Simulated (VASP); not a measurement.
These are PBE GGA, VASP's PBE PAW potentials (set 64) (plane waves; VASP) values and carry that method's errors.

Input for VASP

### POSCAR
```
FePt
1
    2.7744000000     0.0000000000     0.0000000000
    0.0000000000     2.7744000000     0.0000000000
    0.0000000000     0.0000000000     3.7842000000
Fe Pt
1 1
Direct
  0.0000000000   0.0000000000   0.0000000000
  0.5000000000   0.5000000000   0.5000000000
```

### INCAR
```
ALGO=Normal
EDIFF=1E-6
ENCUT=400
GGA=PE
ISIF=2
ISMEAR=1
ISPIN=2
LASPH=.TRUE.
LCHARG=.FALSE.
LMAXMIX=6
LORBIT=10
LREAL=.FALSE.
LWAVE=.FALSE.
MAGMOM=3.0 0.0
NELM=100
PREC=Accurate
SIGMA=0.1
SYSTEM=FePt
```

**KPOINTS**
```
Regular mesh
0
Gamma
 12 12 9
0 0 0
```

POTCAR, in this order: Fe Pt (PBE.64 set). Program: vasp_std.

The resulting files:

**OSZICAR**
```
       N       E                     dE             d eps       ncg     rms          rms(c)
DAV:   1     0.771308685012E+02    0.77131E+02   -0.74496E+03  8832   0.106E+03
DAV:   2    -0.135624154265E+02   -0.90693E+02   -0.80979E+02  8653   0.227E+02
DAV:   3    -0.162014291558E+02   -0.26390E+01   -0.25693E+01 10732   0.467E+01
DAV:   4    -0.162289274807E+02   -0.27498E-01   -0.27482E-01  9446   0.420E+00
DAV:   5    -0.162296999143E+02   -0.77243E-03   -0.77242E-03 11259   0.795E-01    0.157E+01
DAV:   6    -0.181190869976E+02   -0.18894E+01   -0.18121E+01  9244   0.898E+01    0.284E+01
DAV:   7    -0.148721269782E+02    0.32470E+01   -0.10150E+01 10793   0.822E+01    0.808E+00
DAV:   8    -0.148632029257E+02    0.89241E-02   -0.49661E-01 10142   0.102E+01    0.391E+00
DAV:   9    -0.147870468032E+02    0.76156E-01   -0.11307E-01 12134   0.705E+00    0.171E+00
DAV:  10    -0.147773927150E+02    0.96541E-02   -0.43108E-02 12598   0.408E+00    0.659E-01
DAV:  11    -0.147762574697E+02    0.11352E-02   -0.35459E-03 11860   0.104E+00    0.278E-01
DAV:  12    -0.147761485326E+02    0.10894E-03   -0.29686E-04 11243   0.226E-01    0.617E-02
DAV:  13    -0.147761480661E+02    0.46649E-06   -0.45957E-05  9971   0.784E-02    0.357E-02
DAV:  14    -0.147761474444E+02    0.62169E-06   -0.76300E-06 10727   0.506E-02
   1 F= -.14776147E+02 E0= -.14775939E+02  d E =-.623988E-03  mag=     3.3692
```

OUTCAR:
```
------------------------ aborting loop because EDIFF is reached ----------------------------------------
  FORCE on cell =-STRESS in cart. coord.  units (eV):
  Direction    XX          YY          ZZ          XY          YZ          ZX
  --------------------------------------------------------------------------------------
  Total       -1.4393592     -1.4393592     -1.2611831      0.0000000      0.0000000      0.0000000
  in kB      -79.1712545    -79.1712545    -69.3707685      0.0000000      0.0000000      0.0000000
  external PRESSURE =     -75.9044259 kB  Pullay stress =       0.0000000 kB
  volume of cell :       29.13
      direct lattice vectors                 reciprocal lattice vectors
     2.774400000  0.000000000  0.000000000     0.360438293  0.000000000  0.000000000
     0.000000000  2.774400000  0.000000000     0.000000000  0.360438293  0.000000000
     0.000000000  0.000000000  3.784200000     0.000000000  0.000000000  0.264256646
 POSITION                                       TOTAL-FORCE (eV/Angst)
 -----------------------------------------------------------------------------------
      0.00000      0.00000      0.00000         0.000000      0.000000      0.000000
      1.38720      1.38720      1.89210         0.000000      0.000000      0.000000
 -----------------------------------------------------------------------------------
    total drift:                                0.000000     -0.000000     -0.000000
  FREE ENERGIE OF THE ION-ELECTRON SYSTEM (eV)
  ---------------------------------------------------
  free  energy   TOTEN  =       -14.7761474444 eV

  energy  without entropy=      -14.7755234565  energy(sigma->0) =      -14.77593945

 total charge

# of ion       s       p       d       tot
------------------------------------------
    1        0.392   0.411   6.075   6.879
    2        0.687   0.602   8.025   9.314
--------------------------------------------------
tot          1.080   1.013  14.100  16.193

 magnetization (x)

# of ion       s       p       d       tot
------------------------------------------
    1        0.007  -0.007   3.018   3.017
    2       -0.026  -0.064   0.428   0.338
--------------------------------------------------
tot         -0.019  -0.071   3.446   3.356
```
(Selected blocks of OUTCAR.)

### OUTCAR
```
 val. band max:        7.9633930104   @ k =   0.0000   0.0000   0.2222

 cond. band min:       7.9736504193   @ k =   0.2500   0.1667   0.4444


 Fermi energy:         7.9701338903

 spin component 1

 k-point     1 :       0.0000    0.0000    0.0000
  band No.  band energies     occupation
      1      -1.1884      1.00000
      2       2.0060      1.00000
      3       2.2129      1.00000
      4       4.6316      1.00000
      5       4.6316      1.00000
      6       5.0811      1.00000
      7       5.7747      1.00000
      8       5.9831      1.00000
      9       7.3855      1.00000
     10       7.4450      1.00000
     11       7.4450      1.00000
     12      10.2367      0.00000
     13      17.1173      0.00000
     14      19.2637      0.00000
     15      19.2637      0.00000

 k-point     2 :       0.0833    0.0000    0.0000
  band No.  band energies     occupation
      1      -1.0170      1.00000
      2       2.1006      1.00000
      3       2.3199      1.00000
      4       4.5715      1.00000
      5       4.6782      1.00000
      6       5.1255      1.00000
      7       5.7385      1.00000
      8       5.9819      1.00000
      9       6.9691      1.00000
     10       7.2379      1.00000
     11       7.4031      1.00000
     12      10.8726      0.00000
     13      16.9641      0.00000
     14      18.4002      0.00000
     15      19.5756      0.00000

 k-point     3 :       0.1667    0.0000    0.0000
  band No.  band energies     occupation
      1      -0.5260      1.00000
      2       2.3244      1.00000
      3       2.6671      1.00000
      4       4.4005      1.00000
      5       4.8141      1.00000
      6       5.2114      1.00000
      7       5.6424      1.00000
      8       6.0251      1.00000
      9       6.1363      1.00000
     10       6.8595      1.00000
     11       7.2797      1.00000
     12      12.1937      0.00000
     13      15.8074      0.00000
...
```

Unless said otherwise, spin-orbit coupling is left out, though it shifts the bands of the heavy elements here.

The compound is FePt in the L1_0 structure. The cell was not relaxed at this level.
